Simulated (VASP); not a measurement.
Here is the system:

```
CELL_PARAMETERS angstrom
      0.00000     2.16429     2.16429
      2.16429     0.00000     2.16429
      2.16429     2.16429     0.00000
ATOMIC_POSITIONS crystal
  Be 0.25000 0.25000 0.25000
  Be 0.75000 0.75000 0.75000
  C  0.00000 0.00000 0.00000
```

Level of theory: rev-vdW-DF2, VASP's PBE PAW potentials (set 64) (plane waves; VASP 6.6.1). Numerical set-up: 520 eV cut-off, Gaussian smearing of 0.050 eV, potentials Be C.

Estimate the band gap (along the path) with the smallest direct gap where there is one.

The band gap (along the path) is 1.24 eV and the smallest direct gap (along the path) is 4.18 eV.

The absolute energy has meaning only against runs of the same code, potentials and settings.

The compound is Be2C in the antifluorite structure. It was relaxed first.
